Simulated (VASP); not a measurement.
## How SCF threshold and smearing change a VASP run on Cu (Copper)

Aim: find what the SCF threshold and smearing change for Cu (Copper), and what they cost. The series runs use LDA. The SCF threshold tried: EDIFF = 0.01; EDIFF = 0.001; EDIFF = 1E-04; EDIFF = 1E-05; EDIFF = 1E-06; EDIFF = 1E-08. The smearing tried: ISMEAR = 0, SIGMA = 0.01; ISMEAR = 0, SIGMA = 0.05; ISMEAR = 0, SIGMA = 0.1; ISMEAR = 0, SIGMA = 0.2; ISMEAR = 0, SIGMA = 0.5; ISMEAR = 1, SIGMA = 0.01; ISMEAR = 1, SIGMA = 0.05; ISMEAR = 1, SIGMA = 0.1; ISMEAR = 1, SIGMA = 0.2; ISMEAR = 1, SIGMA = 0.5; ISMEAR = -5. The start is a cell from a database of measured crystal structures.

Calculated with VASP 6.6.1; LDA; plane waves and PAW (Cu).

## Step 1: The structure

It takes space group Fm-3m (No. 225, cubic). Conventional cell: a = 3.615 Å, b = 3.615 Å, c = 3.615 Å, α = 90.00°, β = 90.00°, γ = 90.00°. Cu has 12 Cu at 2.56 Å nearest.

## Step 2: SCF threshold: EDIFF = 0.01

EDIFF stops the electronic loop; forces need it tighter than energies do. LDA, the lowest rung, knows the local density alone.

INCAR reads:

```
SYSTEM = Cu
PREC = Accurate
ENCUT = 400
EDIFF = 0.01
NELM = 100
ISMEAR = -1
SIGMA = 0.05
LREAL = .FALSE.
ALGO = Normal
GGA = CA
NBANDS = 11
LORBIT = 11
LWAVE = .FALSE.
LCHARG = .FALSE.
KPAR = 2
ISIF = 2
```

POSCAR reads:

```
Cu
1.0
    0.0000000000      1.8075000000      1.8075000000
    1.8075000000      0.0000000000      1.8075000000
    1.8075000000      1.8075000000      0.0000000000
Cu
1
Direct
    0.0000000000      0.0000000000      0.0000000000
```

KPOINTS reads:

```
Automatic mesh
0
Gamma
11 11 11
0 0 0
```

Potentials, in the order of the species: Cu (PBE family, release 64).

Started as:

```
mpirun -np 2 vasp_std
```

The program printed:

```text
[banner, memory and clock lines left out]
running    2 mpi-ranks, on    1 nodes
 distrk:  each k-point on    1 cores,    2 groups
 distr:  one band on    1 cores,    1 groups

 POSCAR found type information on POSCAR Cu
 POSCAR found :  1 types and       1 ions
|                                                                             |
|               ----> ADVICE to this user running VASP <----                  |
|                                                                             |
|     You enforced a specific xc type in the INCAR file but a different       |
|     [... a line on the potential file left out ...]
|     I HOPE YOU KNOW WHAT YOU ARE DOING!                                     |
|                                                                             |

 LDA part: xc-table for (Slater(with rela. corr.)+CA(PZ))
 , standard interpolation
 POSCAR, INCAR and KPOINTS ok, starting setup
 FFT: planning ... GRIDC
 FFT: planning ... GRID_SOFT
 FFT: planning ... GRID
 WAVECAR not read
 entering main loop
       N       E                     dE             d eps       ncg     rms          rms(c)
DAV:   1     0.333482390417E+02    0.33348E+02   -0.46931E+03  1378   0.136E+03
DAV:   2    -0.509815872394E+01   -0.38446E+02   -0.35625E+02  1259   0.179E+02
DAV:   3    -0.588983563066E+01   -0.79168E+00   -0.78874E+00  1402   0.323E+01
DAV:   4    -0.589461221573E+01   -0.47766E-02   -0.47761E-02  1365   0.214E+00
DAV:   5    -0.589465381687E+01   -0.41601E-04   -0.41600E-04  1008   0.226E-01    0.874E+00
DAV:   6    -0.523225799487E+01    0.66240E+00   -0.20655E+01  1409   0.911E+01    0.469E+00
DAV:   7    -0.471708298778E+01    0.51518E+00   -0.31894E+00  1418   0.357E+01    0.480E-01
DAV:   8    -0.470592749640E+01    0.11155E-01   -0.92835E-03   761   0.203E+00    0.379E-01
DAV:   9    -0.470334611530E+01    0.25814E-02   -0.15053E-02   640   0.226E+00
   1 F= -.47033461E+01 E0= -.47026129E+01  d E =-.146648E-02
```

It took 4.6 s on 2 MPI ranks of AMD EPYC 7R43, shared host; peak memory 0.16 GiB; 7.9 s of CPU time.

Lines that name or quote the potential files are left out of all logs, and their timing lines are given in words.

Parts of OUTCAR (step 2):

```text
ion  position               nearest neighbor table
   1  0.000  0.000  0.000-

  LATTYP: Found a face centered cubic cell.
 ALAT       =     3.6150000000

 Subroutine GETGRP returns: Found 48 space group operations
 (whereof 48 operations were pure point group operations)

The static configuration has the point symmetry O_h .

 Found     56 irreducible k-points:

   k-points           NKPTS =     56   k-points in BZ     NKDIM =     56   number of bands    NBANDS=     11

   dimension x,y,z NGX =    18 NGY =   18 NGZ =   18
   dimension x,y,z NGXF=    36 NGYF=   36 NGZF=   36

   ENCUT  =  400.0 eV  29.40 Ry    5.42 a.u.   4.17  4.17  4.17*2*pi/ulx,y,z

   NELECT =      11.0000    total number of electrons

 k-points in reciprocal lattice and weights: Automatic mesh
   0.00000000  0.00000000  0.00000000       0.001
   0.09090909  0.00000000  0.00000000       0.006
   0.18181818  0.00000000  0.00000000       0.006
   0.27272727  0.00000000  0.00000000       0.006
   0.36363636  0.00000000  0.00000000       0.006
   0.45454545  0.00000000  0.00000000       0.006
   0.09090909  0.09090909  0.00000000       0.005
   0.18181818  0.09090909  0.00000000       0.018
   0.27272727  0.09090909  0.00000000       0.018
[...]
-0.36363636  0.45454545  0.18181818       0.018
  -0.27272727  0.45454545  0.18181818       0.018

 average (electrostatic) potential at core
       1 -63.4370

 E-fermi :   7.2389

 k-point     1 :       0.0000    0.0000    0.0000
  band No.  band energies     occupation
    ...
      2       4.0900      2.00000
      3       4.0900      2.00000
      4       4.0900      2.00000
      5       4.9288      2.00000
      6       4.9288      2.00000
      7      29.8665      0.00000
      8      32.3095      0.00000
      9      32.3095      0.00000
     10      32.3095      0.00000
     11      34.8389      0.00000

 k-point     2 :       0.0909    0.0000    0.0000
  band No.  band energies     occupation
    ...
      2       4.0276      2.00000
      3       4.1439      2.00000
      4       4.1439      2.00000
      5       4.9082      2.00000
      6       4.9082      2.00000
      7      27.6856      0.00000
      8      30.6051      0.00000
      9      31.5248      0.00000
     10      31.5249      0.00000
     11      36.0415      0.00000

 k-point     3 :       0.1818    0.0000    0.0000
  band No.  band energies     occupation
    ...
      2       3.8933      2.00000
      3       4.2416      2.00000
      4       4.2416      2.00000
      5       4.9095      2.00000
      6       4.9095      2.00000
      7      23.0003      0.00000
      8      30.1989      0.00000
      9      30.4766      0.00000
     10      30.4766      0.00000
     11      36.7668      0.00000

  Total       -0.7667888     -0.7667888     -0.7667888     -0.0000000     -0.0000000      0.0000000
  in kB     -104.0210959   -104.0210959   -104.0210959     -0.0000000     -0.0000000      0.0000000
  external PRESSURE =    -104.0210959 kB  Pullay stress =       0.0000000 kB

  energy-cutoff  :      400.00
  volume of cell :       11.81
      direct lattice vectors                 reciprocal lattice vectors
     0.000000000  1.807500000  1.807500000    -0.276625173  0.276625173  0.276625173
     1.807500000  0.000000000  1.807500000     0.276625173 -0.276625173  0.276625173
     1.807500000  1.807500000  0.000000000     0.276625173  0.276625173 -0.276625173

 POSITION                                       TOTAL-FORCE (eV/Angst)
 -----------------------------------------------------------------------------------
      0.00000      0.00000      0.00000         0.000000      0.000000      0.000000
 -----------------------------------------------------------------------------------
    total drift:                                0.000000     -0.000000      0.000000

  FREE ENERGIE OF THE ION-ELECTRON SYSTEM (eV)
  ---------------------------------------------------
  free  energy   TOTEN  =        -4.7033461153 eV

  energy  without entropy=       -4.7018796375  energy(sigma->0) =       -4.70261288

 total charge
# of ion       s       p       d       tot
------------------------------------------
    1        0.456   0.389   9.179  10.024

[... 3 further parts left out ...]
```

This run has no spin polarisation. Its electron count is odd, so without a moment it is a metal by construction. The k-mesh is coarse for a metal. The PAW data sets were made with PBE, though LDA sets exist; this is a small mismatch.

Numbers from this step:

| Quantity | Value |
| --- | --- |
| SCF cycles | 9 |
| electrons | 11 |
| bands | 11 |
| irreducible k-points | 56 |
| symmetry operations | 48 |
| free energy (TOTEN) | -4.703 eV |
| energy at zero smearing | -4.703 eV |
| Fermi energy | 7.239 eV |
| pressure | -10.40 GPa |
| metallic | yes |

The series starts at -4.7026 eV an atom and -10.40 GPa, after 9 cycles in 4.6 s.

## Step 3: SCF threshold: EDIFF = 0.001

Edit INCAR of step 2 so:

```diff
@@ -3,3 +3,3 @@
 ENCUT = 400
-EDIFF = 0.01
+EDIFF = 0.001
 NELM = 100
```

POSCAR is that of step 2.

KPOINTS is that of step 2.

Started as:

```
mpirun -np 2 vasp_std
```

The program printed:

```text
[banner, memory and clock lines left out]
running    2 mpi-ranks, on    1 nodes
[...]
[... a notice as in an earlier step ...]

 LDA part: xc-table for (Slater(with rela. corr.)+CA(PZ))
 , standard interpolation
 POSCAR, INCAR and KPOINTS ok, starting setup
[...]
entering main loop
       N       E                     dE             d eps       ncg     rms          rms(c)
[... 3 cycles as in an earlier step ...]
DAV:   4    -0.589461304884E+01   -0.47774E-02   -0.47769E-02  1373   0.214E+00
DAV:   5    -0.589465627028E+01   -0.43221E-04   -0.43221E-04  1160   0.223E-01    0.874E+00
DAV:   6    -0.523223866099E+01    0.66242E+00   -0.20655E+01  1409   0.911E+01    0.469E+00
DAV:   7    -0.471708283119E+01    0.51516E+00   -0.31894E+00  1418   0.357E+01    0.480E-01
DAV:   8    -0.470601535893E+01    0.11067E-01   -0.10163E-02  1456   0.203E+00    0.375E-01
DAV:   9    -0.470340415408E+01    0.26112E-02   -0.14028E-02  1178   0.211E+00    0.172E-02
DAV:  10    -0.470341203256E+01   -0.78785E-05   -0.31329E-05   655   0.103E-01
   1 F= -.47034120E+01 E0= -.47026772E+01  d E =-.146970E-02
```

The job ended after 5.2 s (2 MPI ranks; peak memory 0.16 GiB).

From OUTCAR (step 3):

```text
  Total       -0.9889366     -0.9889366     -0.9889366      0.0000000      0.0000000      0.0000000
  in kB     -134.1572395   -134.1572395   -134.1572395      0.0000000      0.0000000      0.0000000
  external PRESSURE =    -134.1572395 kB  Pullay stress =       0.0000000 kB

  FREE ENERGIE OF THE ION-ELECTRON SYSTEM (eV)
  ---------------------------------------------------
  free  energy   TOTEN  =        -4.7034120326 eV

  energy  without entropy=       -4.7019423362  energy(sigma->0) =       -4.70267718

[... 3 parts as in an earlier step ...]

[... 1 further part left out ...]
[key lines of the parts left out:]
E-fermi :   7.2410
```

Against the run before the energy moves by -0.06 meV an atom and the pressure by -3.01 GPa, after 10 cycles in 5.2 s.

## Step 4: SCF threshold: EDIFF = 1E-04

Edit INCAR of step 3 so:

```diff
@@ -3,3 +3,3 @@
 ENCUT = 400
-EDIFF = 0.001
+EDIFF = 1E-04
 NELM = 100
```

POSCAR is that of step 3.

KPOINTS is that of step 3.

Started as:

```
mpirun -np 2 vasp_std
```

The program printed:

```text
[... set-up lines as in an earlier step ...]
 entering main loop
       N       E                     dE             d eps       ncg     rms          rms(c)
[... 4 cycles as in an earlier step ...]
DAV:   5    -0.589466002485E+01   -0.46976E-04   -0.46976E-04  1416   0.223E-01    0.874E+00
DAV:   6    -0.523212248042E+01    0.66254E+00   -0.20651E+01  1409   0.910E+01    0.469E+00
DAV:   7    -0.471708244819E+01    0.51504E+00   -0.31889E+00  1418   0.357E+01    0.480E-01
DAV:   8    -0.470601326750E+01    0.11069E-01   -0.10142E-02  1474   0.203E+00    0.375E-01
DAV:   9    -0.470340416624E+01    0.26091E-02   -0.14009E-02  1430   0.211E+00    0.172E-02
DAV:  10    -0.470341203984E+01   -0.78736E-05   -0.31315E-05   753   0.103E-01
   1 F= -.47034120E+01 E0= -.47026772E+01  d E =-.146970E-02
```

Elapsed: 5.4 s, on 2 MPI ranks; peak memory 0.17 GiB.

From OUTCAR (step 4):

```text
  Total       -0.9888024     -0.9888024     -0.9888024      0.0000000     -0.0000000      0.0000000
  in kB     -134.1390416   -134.1390416   -134.1390416      0.0000000     -0.0000000      0.0000000
  external PRESSURE =    -134.1390416 kB  Pullay stress =       0.0000000 kB

 POSITION                                       TOTAL-FORCE (eV/Angst)
 -----------------------------------------------------------------------------------
      0.00000      0.00000      0.00000        -0.000000     -0.000000      0.000000
 -----------------------------------------------------------------------------------
    total drift:                                0.000000     -0.000000      0.000000

  FREE ENERGIE OF THE ION-ELECTRON SYSTEM (eV)
  ---------------------------------------------------
  free  energy   TOTEN  =        -4.7034120398 eV

  energy  without entropy=       -4.7019423428  energy(sigma->0) =       -4.70267719

[... 2 parts as in an earlier step ...]

[... 1 further part left out ...]
[key lines of the parts left out:]
E-fermi :   7.2410
```

Against the run before the energy stays within 0.01 meV an atom and the pressure within 0.01 GPa, after 10 cycles in 5.4 s.

## Step 5: SCF threshold: EDIFF = 1E-05

Edit INCAR of step 4 so:

```diff
@@ -3,3 +3,3 @@
 ENCUT = 400
-EDIFF = 1E-04
+EDIFF = 1E-05
 NELM = 100
```

POSCAR is that of step 4.

KPOINTS is that of step 4.

Started as:

```
mpirun -np 2 vasp_std
```

The program printed:

```text
[... set-up lines as in an earlier step ...]
 entering main loop
       N       E                     dE             d eps       ncg     rms          rms(c)
[... 4 cycles as in an earlier step ...]
DAV:   5    -0.589466005859E+01   -0.47010E-04   -0.47010E-04  1432   0.223E-01    0.874E+00
DAV:   6    -0.523212172046E+01    0.66254E+00   -0.20651E+01  1409   0.910E+01    0.469E+00
DAV:   7    -0.471708243408E+01    0.51504E+00   -0.31889E+00  1418   0.357E+01    0.480E-01
DAV:   8    -0.470601326105E+01    0.11069E-01   -0.10142E-02  1474   0.203E+00    0.375E-01
DAV:   9    -0.470340416660E+01    0.26091E-02   -0.14009E-02  1430   0.211E+00    0.172E-02
DAV:  10    -0.470341298156E+01   -0.88150E-05   -0.40737E-05  1496   0.103E-01
   1 F= -.47034130E+01 E0= -.47026781E+01  d E =-.146970E-02
```

Wall time 5.4 s (2 MPI ranks); peak memory 0.15 GiB.

Parts of OUTCAR (step 5):

```text
  Total       -0.9650641     -0.9650641     -0.9650641      0.0000000     -0.0000000      0.0000000
  in kB     -130.9187488   -130.9187488   -130.9187488      0.0000000     -0.0000000      0.0000000
  external PRESSURE =    -130.9187488 kB  Pullay stress =       0.0000000 kB

 POSITION                                       TOTAL-FORCE (eV/Angst)
 -----------------------------------------------------------------------------------
      0.00000      0.00000      0.00000         0.000000      0.000000      0.000000
 -----------------------------------------------------------------------------------
    total drift:                                0.000000      0.000000      0.000000

  FREE ENERGIE OF THE ION-ELECTRON SYSTEM (eV)
  ---------------------------------------------------
  free  energy   TOTEN  =        -4.7034129816 eV

  energy  without entropy=       -4.7019432854  energy(sigma->0) =       -4.70267813

[... 2 parts as in an earlier step ...]

[... 1 further part left out ...]
[key lines of the parts left out:]
E-fermi :   7.2410
```

Against the run before the energy stays within 0.01 meV an atom; the pressure moves by +0.32 GPa, after 10 cycles in 5.4 s.

## Step 6: SCF threshold: EDIFF = 1E-06

Edit INCAR of step 5 so:

```diff
@@ -3,3 +3,3 @@
 ENCUT = 400
-EDIFF = 1E-05
+EDIFF = 1E-06
 NELM = 100
```

POSCAR is that of step 5.

KPOINTS is that of step 5.

Started as:

```
mpirun -np 2 vasp_std
```

The program printed:

```text
[... set-up lines as in an earlier step ...]
 entering main loop
       N       E                     dE             d eps       ncg     rms          rms(c)
[... 9 cycles as in an earlier step ...]
DAV:  10    -0.470341302902E+01   -0.88624E-05   -0.41214E-05  1758   0.103E-01    0.479E-03
DAV:  11    -0.470341537869E+01   -0.23497E-05   -0.84278E-07   876   0.967E-03    0.672E-04
DAV:  12    -0.470341537923E+01   -0.53888E-09   -0.72804E-08   709   0.465E-03
   1 F= -.47034154E+01 E0= -.47026811E+01  d E =-.146849E-02
```

The job ended after 6.2 s (2 MPI ranks; peak memory 0.17 GiB; 11 s of CPU time).

Parts of OUTCAR (step 6):

```text
  Total       -0.9281932     -0.9281932     -0.9281932      0.0000000     -0.0000000      0.0000000
  in kB     -125.9169014   -125.9169014   -125.9169014      0.0000000     -0.0000000      0.0000000
  external PRESSURE =    -125.9169014 kB  Pullay stress =       0.0000000 kB

 POSITION                                       TOTAL-FORCE (eV/Angst)
 -----------------------------------------------------------------------------------
      0.00000      0.00000      0.00000        -0.000000      0.000000      0.000000
 -----------------------------------------------------------------------------------
    total drift:                                0.000000     -0.000000      0.000000

  FREE ENERGIE OF THE ION-ELECTRON SYSTEM (eV)
  ---------------------------------------------------
  free  energy   TOTEN  =        -4.7034153792 eV

  energy  without entropy=       -4.7019468884  energy(sigma->0) =       -4.70268113

[... 2 parts as in an earlier step ...]

[... 1 further part left out ...]
[key lines of the parts left out:]
E-fermi :   7.2411
```

Against the run before the energy stays within 0.01 meV an atom; the pressure moves by +0.50 GPa, after 12 cycles in 6.2 s.

## Step 7: SCF threshold: EDIFF = 1E-08

Edit INCAR of step 6 so:

```diff
@@ -3,3 +3,3 @@
 ENCUT = 400
-EDIFF = 1E-06
+EDIFF = 1E-08
 NELM = 100
```

POSCAR is that of step 6.

KPOINTS is that of step 6.

Started as:

```
mpirun -np 2 vasp_std
```

The program printed:

```text
[... set-up lines as in an earlier step ...]
 entering main loop
       N       E                     dE             d eps       ncg     rms          rms(c)
[... 10 cycles as in an earlier step ...]
DAV:  11    -0.470341538505E+01   -0.23560E-05   -0.89829E-07  1652   0.967E-03    0.677E-04
DAV:  12    -0.470341538054E+01    0.45056E-08   -0.25594E-08   986   0.307E-03
   1 F= -.47034154E+01 E0= -.47026811E+01  d E =-.146849E-02
```

It took 6.4 s on 2 MPI ranks; peak memory 0.16 GiB.

OUTCAR, selected parts (step 7):

```text
  Total       -0.9274969     -0.9274969     -0.9274969     -0.0000000      0.0000000      0.0000000
  in kB     -125.8224534   -125.8224534   -125.8224534     -0.0000000      0.0000000      0.0000000
  external PRESSURE =    -125.8224534 kB  Pullay stress =       0.0000000 kB

 POSITION                                       TOTAL-FORCE (eV/Angst)
 -----------------------------------------------------------------------------------
      0.00000      0.00000      0.00000         0.000000     -0.000000     -0.000000
 -----------------------------------------------------------------------------------
    total drift:                                0.000000     -0.000000      0.000000

  FREE ENERGIE OF THE ION-ELECTRON SYSTEM (eV)
  ---------------------------------------------------
  free  energy   TOTEN  =        -4.7034153805 eV

  energy  without entropy=       -4.7019468924  energy(sigma->0) =       -4.70268114

[... 2 parts as in an earlier step ...]

[... 1 further part left out ...]
[key lines of the parts left out:]
E-fermi :   7.2411
```

Against the run before the energy stays within 0.01 meV an atom; the pressure moves by +0.01 GPa, after 12 cycles in 6.4 s.

## Step 8: The SCF threshold series as a table

This step: convergence of LDA results with the threshold; plane waves and PAW (VASP 6.6.1).

No new run; the numbers come from the runs before.

Differences are taken from the run with EDIFF = 1E-08. Results of the series, by row:

```
      setting     status  energy less the reference (meV/atom)  pressure (GPa)  SCF cycles  wall time (s)
 EDIFF = 0.01  converged                               0.06826           -10.4           9            4.6
EDIFF = 0.001  converged                               0.00396          -13.42          10            5.2
EDIFF = 1E-04  converged                               0.00395          -13.41          10            5.4
EDIFF = 1E-05  converged                               0.00301          -13.09          10            5.4
EDIFF = 1E-06  converged                               1.00e-5          -12.59          12            6.2
EDIFF = 1E-08  converged                                     0          -12.58          12            6.4
```

(Continued in part 2 of 3.)

[Lines on the potential files, build, host, timing and source positions are cut from VASP's logs without a mark.]

[Logs are printed without paths, hosts, clocks, repeated set-up lines and the standing remarks that a program may print on its own settings, such as how far it seeks lower states.]

[Hosts, paths, dates, database ids (printed as entryN), source tags and the programs' standing remarks are cut or masked in the printed files.]

[A measured line is paired with the nearest computed mode of its activity, which favours agreement.]
